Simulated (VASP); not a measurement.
Consider the following.

```yaml
crystal:
  lattice:
    - [-2.56542, 2.56542, 2.56542]
    - [2.56542, -2.56542, 2.56542]
    - [2.56542, 2.56542, -2.56542]
  atoms:
    - { symbol: Ba, position: [0.00000, 0.00000, 0.00000] }
```

Computed with revPBE GGA, VASP's PBE PAW potentials (set 64) (plane waves; VASP 6.6.1). Settings: 520 eV cut-off, Gaussian smearing of 0.050 eV, potentials Ba_sv.

Problem. Give the energies of bands 5 to 8 at the high-symmetry points, in eV from the Fermi level.

Solution. 
```csv
band,Γ,H,N,P
5,-2.67,-0.43,-0.81,0.49
6,1.81,-0.43,0.74,0.49
7,1.81,4.06,1.06,0.49
8,1.81,4.06,3.05,3.53
```

It has no gap at this level: it comes out as a metal or semimetal.

The compound is Ba in the bcc structure. It was relaxed first, which changed the volume by +7 %.
